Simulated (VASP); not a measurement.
All values below come from PBEsol GGA, VASP's PBE PAW potentials (set 64) (plane waves; VASP).

The input files of a VASP run:

### INCAR
```
ALGO  =  Normal
EDIFF  =  1E-6
EDIFFG  =  -0.02
ENCUT  =  500
GGA  =  PS
IBRION  =  2
ISIF  =  3
ISMEAR  =  0
LASPH  =  .True.
LCHARG  =  .False.
LMAXMIX  =  4
LREAL  =  .False.
LWAVE  =  .False.
NELM  =  100
NSW  =  40
PREC  =  Accurate
SIGMA  =  0.05
SYSTEM  =  ZnS
```

**KPOINTS**
```
Automatic mesh
0
Gamma
7 7 4
0 0 0
```

### POSCAR
```
ZnS
1
    3.7872832828    -0.0000000000     0.0000000000
   -1.8936416415     3.2798832897     0.0000000000
    0.0000000000     0.0000000000     6.2089335415
Zn S
2 2
Direct
  0.3333330000   0.6666670000   0.0002083676
  0.6666670000   0.3333330000   0.5002083676
  0.3333330000   0.6666670000   0.3747916324
  0.6666670000   0.3333330000   0.8747916324
```

POTCAR, in this order: Zn S (PBE.64 set). Program: vasp_std.

The resulting files:

**OSZICAR**
```
       N       E                     dE             d eps       ncg     rms          rms(c)
DAV:   1     0.231061809462E+03    0.23106E+03   -0.17279E+04  1056   0.194E+03
DAV:   2     0.493070275864E+01   -0.22613E+03   -0.22043E+03  1140   0.372E+02
DAV:   3    -0.155065720589E+02   -0.20437E+02   -0.20356E+02  1254   0.116E+02
DAV:   4    -0.159731482959E+02   -0.46658E+00   -0.46598E+00  1254   0.181E+01
DAV:   5    -0.159821719537E+02   -0.90237E-02   -0.90228E-02  1290   0.245E+00    0.102E+01
DAV:   6    -0.151511871124E+02    0.83098E+00   -0.21917E+00  1458   0.477E+01    0.779E+00
DAV:   7    -0.151883500488E+02   -0.37163E-01   -0.20005E+00  1098   0.836E+00    0.326E+00
DAV:   8    -0.151663932413E+02    0.21957E-01   -0.10048E-01  1468   0.455E+00    0.106E+00
DAV:   9    -0.151658214996E+02    0.57174E-03   -0.24405E-02  1452   0.270E+00    0.261E-01
DAV:  10    -0.151659403595E+02   -0.11886E-03   -0.12421E-03  1226   0.407E-01    0.193E-01
DAV:  11    -0.151660618248E+02   -0.12147E-03   -0.21170E-04  1208   0.223E-01    0.667E-02
DAV:  12    -0.151660667903E+02   -0.49655E-05   -0.61939E-05  1272   0.108E-01    0.231E-02
DAV:  13    -0.151660675903E+02   -0.79998E-06   -0.35702E-06  1178   0.158E-02
   1 F= -.15166068E+02 E0= -.15166068E+02  d E =-.151661E+02
```

OUTCAR:
```
------------------------ aborting loop because EDIFF is reached ----------------------------------------
  FORCE on cell =-STRESS in cart. coord.  units (eV):
  Direction    XX          YY          ZZ          XY          YZ          ZX
  --------------------------------------------------------------------------------------
  Total       -0.0322086     -0.0322086     -0.0059094      0.0000000      0.0000000      0.0000000
  in kB       -0.6690828     -0.6690827     -0.1227581      0.0000000      0.0000000      0.0000000
  external PRESSURE =      -0.4869745 kB  Pullay stress =       0.0000000 kB
  volume of cell :       77.13
      direct lattice vectors                 reciprocal lattice vectors
     3.787283283  0.000000000  0.000000000     0.264041511  0.152444449  0.000000000
    -1.893641641  3.279883290  0.000000000     0.000000000  0.304888897  0.000000000
     0.000000000  0.000000000  6.208933542     0.000000000  0.000000000  0.161058255
  FREE ENERGIE OF THE ION-ELECTRON SYSTEM (eV)
  ---------------------------------------------------
  free  energy   TOTEN  =       -15.1660675903 eV

  energy  without entropy=      -15.1660675903  energy(sigma->0) =      -15.16606759

 reached required accuracy - stopping structural energy minimisation
```
(Selected blocks of OUTCAR.)

The structure was generated: ZnS was put into the wurtzite type (P6_3mc), which need not be its known phase. It was relaxed first, which changed the volume by +7 %.
